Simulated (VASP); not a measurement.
Output of a VASP run:

**OSZICAR**
```
       N       E                     dE             d eps       ncg     rms          rms(c)
DAV:   1     0.317820358994E+03    0.31782E+03   -0.18821E+04  2790   0.160E+03
DAV:   2    -0.381879663796E+02   -0.35601E+03   -0.34697E+03  2790   0.379E+02
DAV:   3    -0.670517101670E+02   -0.28864E+02   -0.28128E+02  3300   0.129E+02
DAV:   4    -0.683784440978E+02   -0.13267E+01   -0.13186E+01  3621   0.268E+01
DAV:   5    -0.684381876570E+02   -0.59744E-01   -0.59731E-01  3922   0.483E+00    0.291E+01
DAV:   6    -0.728215875127E+02   -0.43834E+01   -0.16262E+02  4023   0.151E+02    0.247E+01
DAV:   7    -0.626809362126E+02    0.10141E+02   -0.63312E+01  3887   0.108E+02    0.867E+00
DAV:   8    -0.627458633099E+02   -0.64927E-01   -0.37270E+00  3354   0.118E+01    0.301E+00
DAV:   9    -0.626504577955E+02    0.95406E-01   -0.34838E-01  4431   0.671E+00    0.119E+00
DAV:  10    -0.626454012876E+02    0.50565E-02   -0.17441E-02  3596   0.945E-01    0.480E-01
DAV:  11    -0.626432223882E+02    0.21789E-02   -0.69911E-03  4759   0.824E-01    0.857E-02
DAV:  12    -0.626432012223E+02    0.21166E-04   -0.30834E-04  4104   0.175E-01    0.455E-02
DAV:  13    -0.626431959313E+02    0.52910E-05   -0.77986E-05  4462   0.586E-02    0.201E-02
DAV:  14    -0.626431946805E+02    0.12508E-05   -0.19566E-05  4406   0.401E-02    0.544E-03
DAV:  15    -0.626431943846E+02    0.29589E-06   -0.58796E-07  3132   0.785E-03    0.115E-03
DAV:  16    -0.626431943029E+02    0.81716E-07   -0.84502E-08  2046   0.215E-03
   1 F= -.62643194E+02 E0= -.62643194E+02  d E =0.000000E+00
```

OUTCAR:
```
------------------------ aborting loop because EDIFF is reached ----------------------------------------
  FORCE on cell =-STRESS in cart. coord.  units (eV):
  Direction    XX          YY          ZZ          XY          YZ          ZX
  --------------------------------------------------------------------------------------
  Total        0.0048035      0.0048035      0.0048035      0.0000000      0.0000000      0.0000000
  in kB        0.0934354      0.0934354      0.0934354      0.0000000      0.0000000      0.0000000
  external PRESSURE =       0.0934354 kB  Pullay stress =       0.0000000 kB
  volume of cell :       82.37
      direct lattice vectors                 reciprocal lattice vectors
     4.350971753  0.000000000  0.000000000     0.229833715  0.000000000  0.000000000
     0.000000000  4.350971753  0.000000000     0.000000000  0.229833715  0.000000000
     0.000000000  0.000000000  4.350971753     0.000000000  0.000000000  0.229833715
 POSITION                                       TOTAL-FORCE (eV/Angst)
 -----------------------------------------------------------------------------------
      3.71741      2.80905      1.54192        -0.008084      0.008084     -0.008084
      1.54192      3.71741      2.80905        -0.008084     -0.008084      0.008084
      0.63356      0.63356      0.63356         0.008084      0.008084      0.008084
      2.80905      1.54192      3.71741         0.008084     -0.008084     -0.008084
      0.68253      1.49295      2.85802        -0.000363      0.000363     -0.000363
      2.85802      0.68253      1.49295        -0.000363     -0.000363      0.000363
      3.66844      3.66844      3.66844         0.000363      0.000363      0.000363
      1.49295      2.85802      0.68253         0.000363     -0.000363     -0.000363
 -----------------------------------------------------------------------------------
    total drift:                                0.000000      0.000000      0.000000
  FREE ENERGIE OF THE ION-ELECTRON SYSTEM (eV)
  ---------------------------------------------------
  free  energy   TOTEN  =       -62.6431943029 eV

  energy  without entropy=      -62.6431943029  energy(sigma->0) =      -62.64319430

 total charge

# of ion       s       p       d       tot
------------------------------------------
    1        0.464   0.675   7.639   8.778
    2        0.464   0.675   7.639   8.778
    3        0.464   0.675   7.639   8.778
    4        0.464   0.675   7.639   8.778
    5        0.732   0.926   0.000   1.657
    6        0.732   0.926   0.000   1.657
    7        0.732   0.926   0.000   1.657
    8        0.732   0.926   0.000   1.657
--------------------------------------------------
tot          4.782   6.404  30.555  41.740

 Electric field gradients after diagonalization (V/A^2)
 (convention: |V_zz| > |V_xx| > |V_yy|)
----------------------------------------------------------------------
 ion       V_xx      V_yy      V_zz     asymmetry (V_yy - V_xx)/ V_zz
----------------------------------------------------------------------
   1       2.323     2.323    -4.646       0.000
   2       2.323     2.323    -4.646       0.000
   3       2.323     2.323    -4.646       0.000
   4       2.323     2.323    -4.646       0.000
   5      12.834    12.834   -25.667       0.000
   6      12.834    12.834   -25.667       0.000
   7      12.834    12.834   -25.667       0.000
   8      12.834    12.834   -25.667       0.000
```
(Selected blocks of OUTCAR.)

### POSCAR
```
CoSi
1
    4.3509717531     0.0000000000     0.0000000000
   -0.0000000000     4.3509717531    -0.0000000000
    0.0000000000     0.0000000000     4.3509717531
Co Si
4 4
Direct
  0.8543854776   0.6456145224   0.3543854776
  0.3543854776   0.8543854776   0.6456145224
  0.1456145224   0.1456145224   0.1456145224
  0.6456145224   0.3543854776   0.8543854776
  0.1568689286   0.3431310714   0.6568689286
  0.6568689286   0.1568689286   0.3431310714
  0.8431310714   0.8431310714   0.8431310714
  0.3431310714   0.6568689286   0.1568689286
```

Problem. Write an INCAR and KPOINTS that could have produced this output.

Solution. One answer among several that fit: the input of the run itself, LDA (Ceperley-Alder, Perdew-Zunger), plane waves, VASP's LDA PAW potentials (set 64).

### KPOINTS
```
K-points
0
Gamma
 8 8 8
```

INCAR:
```
# general
SYSTEM  = CoSi
PREC    = Accurate
ENCUT   = 400
LREAL   = .FALSE.
LASPH   = .TRUE.

# electronic loop
EDIFF   = 1E-7
NELM    = 100
ALGO    = Normal
LMAXMIX = 4

# smearing
ISMEAR  = -5

# ions
ISIF    = 2

# output
LWAVE   = .FALSE.
LCHARG  = .TRUE.
LORBIT  = 11
NEDOS   = 601

# other
LEFG    = .TRUE.
```

POTCAR, in this order: Co Si (LDA.64 set). Program: vasp_std.

For a metal the tetrahedron method with Blöchl corrections gives inexact stress and forces.

The compound is CoSi in the B20 structure. It was relaxed first, which changed the volume by -6 %. The run is not spin-polarised, so no magnetic state was tried.
